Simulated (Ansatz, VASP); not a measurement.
# SiHCF (F-SiC-H chair bilayer, AA) in two plane-wave programs, part 2 of 2

Wanted: the spread between two codes on one cell, functional and k mesh. The structure shown is the start of the Ansatz relaxation below; VASP solves that cell, so the two are compared at the walk's first step.

VASP 6.6.1 and Ansatz 0.2.0.

So far: The starting structure; Ansatz: relaxation, PBE with D3(BJ).

## Step 3: VASP: single point, PBE with D3(BJ), start cell

Level of this step: PBE with D3(BJ); plane waves and PAW (H, C, Si, F) (VASP).

The same cell, functional, mesh and smearing now go to VASP, with its own data sets.

Lines of VASP's logs that name or quote its potential files are left out, and so is its time.

File INCAR:

```
SYSTEM = SiHCF
PREC = Accurate
ENCUT = 520
EDIFF = 1E-06
NELM = 120
ISMEAR = -1
SIGMA = 0.05
LREAL = .FALSE.
ALGO = Normal
GGA = PE
IVDW = 12
NBANDS = 24
LORBIT = 11
LWAVE = .FALSE.
LCHARG = .FALSE.
ISIF = 2
LDIPOL = .TRUE.
IDIPOL = 3
DIPOL = 0.5 0.5 0.497
LVHAR = .TRUE.
LASPH = .TRUE.
GGA_COMPAT = .FALSE.
NELMDL = -8
KPAR = 2
```

File POSCAR:

```
SiHCF
1.0
    3.0855000000      0.0000000000      0.0000000000
   -1.5427500000      2.6721210000      0.0000000000
    0.0000000000      0.0000000000     49.4466670000
H C Si F
2 2 2 2
Direct
    0.6666666667      0.3333333333      0.4064985816
    0.6666666667      0.3333333333      0.5252797524
    0.6666666667      0.3333333333      0.4281380583
    0.6666666667      0.3333333333      0.5469192292
    0.3333333333      0.6666666667      0.4407442265
    0.3333333333      0.6666666667      0.5595254176
    0.3333333333      0.6666666667      0.4747202274
    0.3333333333      0.6666666667      0.5935014184
```

File KPOINTS:

```
Automatic mesh
0
Gamma
12 12 1
0 0 0
```

PAW data sets: H, C, Si and F (PBE family, release 64).

Launch:

```console
> mpirun -np 2 vasp_std
```

Numbers of over 12 decimals in the logs are rounded to 6 here.

Output:

```text
[banner, memory and clock lines left out]
running    2 mpi-ranks, on    1 nodes
 distrk:  each k-point on    1 cores,    2 groups
 distr:  one band on    1 cores,    1 groups

 POSCAR found type information on POSCAR H C SiF
 POSCAR found :  4 types and       8 ions
 LDA part: xc-table for (Slater+PW92), standard interpolation
 POSCAR, INCAR and KPOINTS ok, starting setup
 FFT: planning ... GRIDC
 FFT: planning ... GRID_SOFT
 FFT: planning ... GRID
 WAVECAR not read
 entering main loop
       N       E                     dE             d eps       ncg     rms          rms(c)
DAV:   1     0.279231098507E+03    0.27923E+03   -0.11448E+04  1016   0.958E+02
DAV:   2    -0.892284689640E+01   -0.28815E+03   -0.26885E+03  1480   0.228E+02
DAV:   3    -0.529312459464E+02   -0.44008E+02   -0.43704E+02  1168   0.102E+02
DAV:   4    -0.541268042503E+02   -0.11956E+01   -0.11898E+01  1184   0.201E+01
DAV:   5    -0.541579912191E+02   -0.31187E-01   -0.31150E-01  1168   0.308E+00
DAV:   6    -0.541590792399E+02   -0.10880E-02   -0.10879E-02  1256   0.582E-01
DAV:   7    -0.541591182772E+02   -0.39037E-04   -0.39036E-04  1224   0.999E-02
DAV:   8    -0.541591197656E+02   -0.14884E-05   -0.14884E-05  1152   0.183E-02    0.150E+01
DAV:   9    -0.484451942402E+02    0.57139E+01   -0.14632E+01  1144   0.214E+01    0.699E+00
DAV:  10    -0.481885017664E+02    0.25669E+00   -0.25728E+00  1224   0.819E+00    0.317E+00
DAV:  11    -0.480848012010E+02    0.10370E+00   -0.13745E-01  1192   0.264E+00    0.156E+00
DAV:  12    -0.480243819742E+02    0.60419E-01   -0.74074E-02  1232   0.228E+00    0.319E-01
DAV:  13    -0.480247756286E+02   -0.39365E-03   -0.24084E-02  1200   0.979E-01    0.182E-01
DAV:  14    -0.480241852599E+02    0.59037E-03   -0.54137E-03  1192   0.410E-01    0.144E-01
[...]
DAV:  21    -0.480242675657E+02   -0.79141E-04   -0.24790E-05  1008   0.237E-02    0.438E-03
DAV:  22    -0.480243021681E+02   -0.34602E-04   -0.72667E-06   960   0.108E-02    0.282E-03
DAV:  23    -0.480243405010E+02   -0.38333E-04   -0.15427E-05   824   0.796E-03    0.261E-03
DAV:  24    -0.480243517645E+02   -0.11264E-04   -0.43502E-06   712   0.438E-03    0.125E-03
DAV:  25    -0.480243587138E+02   -0.69493E-05   -0.34825E-06   704   0.492E-03    0.127E-03
DAV:  26    -0.480243616871E+02   -0.29733E-05   -0.12125E-06   688   0.342E-03    0.599E-04
DAV:  27    -0.480243631385E+02   -0.14514E-05   -0.56883E-07   696   0.184E-03    0.380E-04
DAV:  28    -0.480243636163E+02   -0.47779E-06   -0.85677E-08   728   0.140E-03
   1 F= -.48828190E+02 E0= -.48825982E+02  d E =-.441719E-02
```

OUTCAR, selected parts (step 3):

```text
ion  position               nearest neighbor table
   1  0.667  0.333  0.406-   3 1.07
   2  0.667  0.333  0.525-   4 1.07
   3  0.667  0.333  0.428-   1 1.07   5 1.89   5 1.89   5 1.89
   4  0.667  0.333  0.547-   2 1.07   6 1.89   6 1.89   6 1.89
   5  0.333  0.667  0.441-   7 1.68   3 1.89   3 1.89   3 1.89
   6  0.333  0.667  0.560-   8 1.68   4 1.89   4 1.89   4 1.89
   7  0.333  0.667  0.475-   5 1.68
   8  0.333  0.667  0.594-   6 1.68

  LATTYP: Found a hexagonal cell.
 ALAT       =     3.0855000000
 C/A-ratio  =    16.0254957057

 Subroutine GETGRP returns: Found  6 space group operations
 (whereof  6 operations were pure point group operations)

The static configuration has the point symmetry C_3v.

 Found     19 irreducible k-points:

   k-points           NKPTS =     19   k-points in BZ     NKDIM =     19   number of bands    NBANDS=     24

   dimension x,y,z NGX =    24 NGY =   24 NGZ =  378
   dimension x,y,z NGXF=    48 NGYF=   48 NGZF=  756

   ENCUT  =  520.0 eV  38.22 Ry    6.18 a.u.   5.74  5.74 91.94*2*pi/ulx,y,z

   NELECT =      32.0000    total number of electrons

 k-points in reciprocal lattice and weights: Automatic mesh
   0.00000000  0.00000000  0.00000000       0.007
   0.08333333  0.00000000  0.00000000       0.042
   0.16666667  0.00000000  0.00000000       0.042
   0.25000000  0.00000000  0.00000000       0.042
   0.33333333  0.00000000  0.00000000       0.042
   0.41666667  0.00000000  0.00000000       0.042
   0.50000000  0.00000000  0.00000000       0.021
   0.08333333  0.08333333  0.00000000       0.042
   0.16666667  0.08333333  0.00000000       0.083
[...]
0.33333333  0.25000000  0.00000000       0.083
   0.33333333  0.33333333  0.00000000       0.014

 dipolmoment           0.000000      0.000000      0.343117 electrons x Angstroem

 average (electrostatic) potential at core
       1 -44.3251       2 -40.7441       3 -59.5032       4 -55.9628       5 -95.3141
       6 -91.7081       7 -85.3993       8 -81.5770

 E-fermi :  -3.2440

 k-point     1 :       0.0000    0.0000    0.0000
  band No.  band energies     occupation
    ...
     13      -5.7335      2.00000
     14      -5.7335      2.00000
     15      -3.3000      1.50820
     16      -3.2284      0.84565
     17      -3.2284      0.84565
     18      -2.0628      0.00000
     19      -1.6756      0.00000
     20      -1.4558      0.00000
     21      -1.0996      0.00000
     22      -0.5690      0.00000
    ...

 k-point     2 :       0.0833    0.0000    0.0000
  band No.  band energies     occupation
    ...
     12      -6.9277      2.00000
     13      -5.8280      2.00000
     14      -5.7627      2.00000
     15      -3.7636      1.99994
     16      -3.3607      1.82346
     17      -3.1591      0.30939
     18      -1.9187      0.00000
     19      -1.5275      0.00000
     20      -1.2841      0.00000
     21      -0.9093      0.00000
    ...

 k-point     3 :       0.1667    0.0000    0.0000
  band No.  band energies     occupation
    ...
     12      -7.2362      2.00000
     13      -6.1167      2.00000
     14      -5.8445      2.00000
     15      -4.8832      2.00000
     16      -3.6818      1.99969
     17      -2.7462      0.00009
     18      -1.5145      0.00000
     19      -1.1534      0.00000
     20      -0.9752      0.00000
     21      -0.5454      0.00000
    ...

 Edisp (eV)   -0.80383

  Total       0.52083     0.52083    -6.60420    -0.00000     0.00000     0.00000
  in kB       2.04687     2.04687   -25.95449    -0.00000     0.00000     0.00000
  external pressure =       -7.29 kB  Pullay stress =        0.00 kB

  energy-cutoff  :      520.00
  volume of cell :      407.68
      direct lattice vectors                 reciprocal lattice vectors
     3.085500000  0.000000000  0.000000000     0.324096581  0.187117275  0.000000000
    -1.542750000  2.672121000  0.000000000     0.000000000  0.374234550  0.000000000
     0.000000000  0.000000000 49.446667000     0.000000000  0.000000000  0.020223810

 POSITION                                       TOTAL-FORCE (eV/Angst)
 -----------------------------------------------------------------------------------
      1.54275      0.89071     20.10000         0.000000     -0.000000     -1.129122
      1.54275      0.89071     25.97333         0.000000     -0.000000     -1.102434
      1.54275      0.89071     21.17000        -0.000000     -0.000000      2.269104
      1.54275      0.89071     27.04333         0.000000     -0.000000      2.035595
     -0.00000      1.78141     21.79333         0.000000      0.000000      0.973106
     -0.00000      1.78141     27.66667         0.000000      0.000000      1.315647
     -0.00000      1.78141     23.47333         0.000000     -0.000000     -2.067724
     -0.00000      1.78141     29.34667         0.000000     -0.000000     -2.294171
 -----------------------------------------------------------------------------------
    total drift:                                0.000000      0.000015     -0.002382

  FREE ENERGIE OF THE ION-ELECTRON SYSTEM (eV)
  ---------------------------------------------------
  free  energy   TOTEN  =       -48.8281903118 eV

  energy  without entropy=      -48.8237731216  energy(sigma->0) =      -48.82598172

 vacuum level on the upper side and lower side of the slab         5.755        -1.778

 total charge
# of ion       s       p       d       tot
------------------------------------------
    1        0.640   0.054   0.000   0.694
    2        0.641   0.054   0.000   0.695
    3        0.839   1.755   0.000   2.594
    4        0.841   1.752   0.000   2.593
    5        0.699   0.921   0.000   1.620
    6        0.699   0.920   0.000   1.619
    7        1.746   4.346   0.000   6.092
    8        1.747   4.339   0.000   6.086
--------------------------------------------------
tot          7.850  14.142   0.000  21.992

[... 3 further parts left out ...]
```

## Step 4: Comparison

Known differences besides the potentials themselves: Ansatz cuts the interaction across the vacuum, VASP repeats the sheet with a dipole correction; the cutoff is 420 eV in Ansatz and 520 eV in VASP. Total energies have different zeros and are not compared.

Forces (eV/Å; atoms numbered as in POSCAR):

| atom | Ansatz x, y, z | VASP x, y, z |
| --- | --- | --- |
| H1 | 0.000, 0.000, -1.102 | 0.000, 0.000, -1.129 |
| H2 | 0.000, 0.000, -1.077 | 0.000, 0.000, -1.102 |
| C3 | 0.000, 0.000, 2.243 | 0.000, 0.000, 2.269 |
| C4 | 0.000, 0.000, 2.018 | 0.000, 0.000, 2.036 |
| Si5 | 0.000, 0.000, 1.129 | 0.000, 0.000, 0.973 |
| Si6 | 0.000, 0.000, 1.460 | 0.000, 0.000, 1.316 |
| F7 | 0.000, 0.000, -2.224 | 0.000, 0.000, -2.068 |
| F8 | 0.000, 0.000, -2.446 | 0.000, 0.000, -2.294 |

The forces differ by 63 meV/Å r.m.s., which is 6.3 % of the r.m.s. force of 1.000 eV/Å (both taken over all components). With vacuum in the cell, a pressure given here is an average over mostly empty space and none of the material.

## Step 5: What came out

```
r.m.s. force difference (single point, PBE with D3(BJ), start cell) : 6.3 % of the r.m.s. force
```

**Reading.** The r.m.s. force difference is 6.3 % of the r.m.s. force (single point, PBE with D3(BJ), start cell), beyond the 3 % picked in this series as the mark of a large difference. What causes the difference of the single point, PBE with D3(BJ), start cell pair stays open here. 1 further run of this series is not shown here. Such differences can come from data sets, numerical settings and the points named under the comparisons, not from the functional's error against experiment.

[Lines on the potential files, build, host, timing and source positions are cut from VASP's logs without a mark.]

[Logs are printed without paths, hosts, clocks, repeated set-up lines and the standing remarks that a program may print on its own settings, such as how far it seeks lower states.]

[Hosts, paths, dates, database ids (printed as entryN), source tags and the programs' standing remarks are cut or masked in the printed files.]
